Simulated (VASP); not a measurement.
VASP ran on this input.

POSCAR:
```
PtAl2
1.0
  0.0000000000   3.0305500196   3.0305500196
  3.0305500196   0.0000000000   3.0305500196
  3.0305500196   3.0305500196   0.0000000000
Al Pt
2 1
Cartesian
  1.5152750098   1.5152750098   1.5152750098
  4.5458250294   4.5458250294   4.5458250294
  0.0000000000   0.0000000000   0.0000000000
```

File KPOINTS:
```
K-points
0
G
 8 8 8
```

### INCAR
```
! general
SYSTEM   = PtAl2
PREC     = Accurate
ENCUT    = 520
LREAL    = .FALSE.
LASPH    = .TRUE.

! electronic loop
EDIFF    = 1E-6
NELM     = 100
ALGO     = Normal
LMAXMIX  = 6

! smearing
ISMEAR   = 1
SIGMA    = 0.1

! functional
GGA      = ML
LUSE_VDW = .TRUE.
AGGAC    = 0.0
ZAB_VDW  = -1.8867

! ions
IBRION   = 2
NSW      = 60
ISIF     = 3
EDIFFG   = -0.02

! output
LWAVE    = .FALSE.
LCHARG   = .FALSE.
```

POTCAR, in this order: Al Pt (PBE.64 set). Program: vasp_std.

Problem. Write an equivalent input for Quantum ESPRESSO's pw.x.

Solution. One equivalent input (not run):
```
&CONTROL
  calculation = 'vc-relax'
  pseudo_dir = './pseudo'
  outdir = './out'
  tprnfor = .true.
  tstress = .true.
  nstep = 60
  forc_conv_thr = 0.00078
/
&SYSTEM
  ibrav = 0
  nat = 3
  ntyp = 2
  ecutwfc = 84
  occupations = 'smearing'
  smearing = 'methfessel-paxton'
  degauss = 0.00735
  input_dft = 'vdw-df2'
/
&ELECTRONS
  conv_thr = 7.3e-08
  electron_maxstep = 100
/
&IONS
/
&CELL
/
ATOMIC_SPECIES
  Al 26.982 Al.upf
  Pt 195.084 Pt.upf
CELL_PARAMETERS angstrom
    -0.0000000    3.0305500    3.0305500
     3.0305500   -0.0000000    3.0305500
     3.0305500    3.0305500   -0.0000000
ATOMIC_POSITIONS crystal
  Al   0.2500000  0.2500000  0.2500000
  Al   0.7500000  0.7500000  0.7500000
  Pt   0.0000000  0.0000000  0.0000000
K_POINTS automatic
  8 8 8 0 0 0
```
What does not carry over: the potentials are each code's own (VASP's PAW set, PseudoDojo norm-conserving files in pw.x), so ENCUT and ecutwfc are chosen apart and not converted; conv_thr bounds pw.x's estimated SCF error, while EDIFF bounds the energy change between steps; forc_conv_thr acts on force components and is met together with etot_conv_thr.

The compound is PtAl2 in the fluorite structure. It was relaxed first, which changed the volume by +8 %. The start is the result of an earlier pass.
